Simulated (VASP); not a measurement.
An input for Ansatz (written as the equivalent of a VASP run, and not itself run):

Ansatz 0.2 input:
```yaml
crystal:
  lattice:
    - [-1.3914976, 1.3914976, 1.3914976]
    - [1.3914976, -1.3914976, 1.3914976]
    - [1.3914976, 1.3914976, -1.3914976]
  atoms:
    - { symbol: Fe, position: [0.0000000, 0.0000000, 0.0000000], spin: 2.1 }
kpoints:
  mp_grid: { grid: [16, 16, 16] }
hamiltonian:
  xc: pbesol
  pseudopotentials: { kind: paw }
magnetization: { spin_polarized: true }
scf:
  occupations: { method: methfessel_paxton, width: 0.1 }
  max_iter: 100
output: { forces: true, stress: true, eigenvalues: true }
```

### Question
Translate this input to VASP (INCAR, KPOINTS, POSCAR, choice of POTCAR).

### Answer
One answer among several that fit: 
INCAR:
```
SYSTEM=Fe
PREC=Accurate; ENCUT=480; LREAL=.FALSE.
LASPH=.TRUE.
EDIFF=1E-7; NELM=100; ALGO=Normal
LMAXMIX=4
ISMEAR=1; SIGMA=0.1
GGA=PS
ISPIN=2; MAGMOM=2.1
ISIF=2
LWAVE=.FALSE.; LCHARG=.FALSE.; LORBIT=10
```

### KPOINTS
```
kpoints
0
gamma
 16 16 16
```

**POSCAR**
```
Fe
1
   -1.3914976104     1.3914976104     1.3914976104
    1.3914976104    -1.3914976104     1.3914976104
    1.3914976104     1.3914976104    -1.3914976104
Fe
1
Direct
  0.0000000000   0.0000000000   0.0000000000
```

POTCAR, in this order: Fe (PBE.64 set). Program: vasp_std.

What does not carry over: each code has its own PAW files, so the cut-off isn't converted (ENCUT is set for VASP's; basis.ecutwfc is left out, and Ansatz then takes the one that its files recommend); Ansatz stops its SCF on the density residual and VASP on the energy change (EDIFF).

The compound is Fe in the bcc structure. It was relaxed first, which changed the volume by -9 %.
